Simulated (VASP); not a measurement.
Computed with PBEsol GGA, VASP's PBE PAW potentials (set 64) (plane waves; VASP).

The input files of a VASP run:

**KPOINTS**
```
Automatic mesh
0
Gamma
12 12 6
0 0 0
```

### INCAR
```
# general
SYSTEM =Tm
PREC   =Accurate
ENCUT  =480   # plane-wave cut-off (eV)
LREAL  =.FALSE.   # projection in real space or not
LASPH  =.TRUE.

# electronic loop
EDIFF  =1E-7
NELM   =100   # most electronic steps
ALGO   =Normal
LMAXMIX=6   # l cut-off of mixed one-centre charges

# smearing
ISMEAR =1   # Methfessel-Paxton
SIGMA  =0.1

# functional
GGA    =PS   # PBEsol

# ions
ISIF   =2   # forces and stress, cell fixed

# output
LWAVE  =.FALSE.
LCHARG =.FALSE.
```

**POSCAR**
```
Tm
1
    1.7509026652    -3.0326524435     0.0000000000
    1.7509026652     3.0326524435     0.0000000000
    0.0000000000     0.0000000000     5.3989870437
Tm
2
Direct
  0.3333330000   0.6666670000   0.2500000000
  0.6666670000   0.3333330000   0.7500000000
```

POTCAR, in this order: Tm_3 (PBE.64 set). Program: vasp_std.

The 4f electrons are frozen in the core of the lanthanide potential, so 4f levels, which can set the real gap, and their magnetism are missing.

Question: Predict the energy per atom (σ→0), band gap (on the k-mesh).

Answer: 
```json
{
  "energy per atom (σ→0)": "-4.900 eV/atom",
  "band gap (on the k-mesh)": "none (metal, semimetal or under 0.01 eV)"
}
```

### OSZICAR
```
...
DAV:   7    -0.980062540631E+01   -0.13847E-01   -0.55469E-02  3013   0.265E+00    0.368E-01
DAV:   8    -0.980025809995E+01    0.36731E-03   -0.30719E-03  2564   0.518E-01    0.700E-02
DAV:   9    -0.980026326695E+01   -0.51670E-05   -0.22838E-04  3229   0.164E-01    0.278E-02
DAV:  10    -0.980025844125E+01    0.48257E-05   -0.17859E-05  2677   0.377E-02    0.308E-02
DAV:  11    -0.980025859278E+01   -0.15153E-06   -0.15241E-06  2535   0.134E-02    0.338E-03
DAV:  12    -0.980025872765E+01   -0.13487E-06   -0.17421E-07  1406   0.473E-03    0.111E-03
DAV:  13    -0.980025870852E+01    0.19134E-07   -0.38144E-08  1258   0.362E-03
   1 F= -.98002587E+01 E0= -.98005232E+01  d E =0.793382E-03
```

The compound is Tm in the hcp structure. It was relaxed first.
